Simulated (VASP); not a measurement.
Consider the following.

```
ZrGe2
1.0
    0.00000     3.19061     3.19061
    3.19061     0.00000     3.19061
    3.19061     3.19061     0.00000
Zr Ge
1 2
Direct
  0.00000   0.00000   0.00000
  0.25000   0.25000   0.25000
  0.75000   0.75000   0.75000
```

Computed with PBEsol GGA, VASP's PBE PAW potentials (set 64) (plane waves; VASP 6.6.1). Numerical set-up: 400 eV cut-off, Gaussian smearing of 0.050 eV, potentials Zr_sv Ge_d.

Problem. Predict the band gap (along the path) with the smallest direct gap where there is one.

Solution. 
- band gap (along the path) = none (metal, semimetal or under 0.01 eV)

Total energies compare only between runs with the same potentials, cut-off and functional.

The structure was generated: ZrGe2 was put into the fluorite type (Fm-3m), which need not be its known phase. It was relaxed first, which changed the volume by -11 %.
